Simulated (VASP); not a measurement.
Input:

```
CELL_PARAMETERS angstrom
      0.00000     2.02563     2.02563
      2.02563     0.00000     2.02563
      2.02563     2.02563     0.00000
ATOMIC_POSITIONS crystal
  Ag 0.00000 0.00000 0.00000
```

Computed with PBEsol GGA, VASP's PBE PAW potentials (set 64) (plane waves; VASP 6.6.1). Run with 520 eV cut-off, 15×15×15 Γ-centred mesh, first-order Methfessel-Paxton smearing of 0.10 eV, potentials Ag.

**Question.** Give the energy at these volumes per atom, relative to the lowest: 15.61, 16.11, 16.60, 17.10, 17.60 Å³.

**Answer.** 26.2, 6.3, 0.0, 4.8, 18.8 meV/atom. A third-order Birch-Murnaghan fit gives B0 = 118 GPa and B0′ = 5.4.

Measured: bulk modulus 110 GPa at 0 K (computed value off by +7.6 %), as given by H. Levämäki et al., Physical Review B (2014), arXiv:1402.3671 [corrected for temperature and zero-point phonon effects]; a 4.062 Å at 0 K (computed value off by -0.3 %), as given by Daniel Mejia-Rodriguez et al., Physical Review B (2018), arXiv:1807.09216 [static lattice: zero-point anharmonic expansion removed].

The compound is Ag in the fcc structure. It was relaxed first.
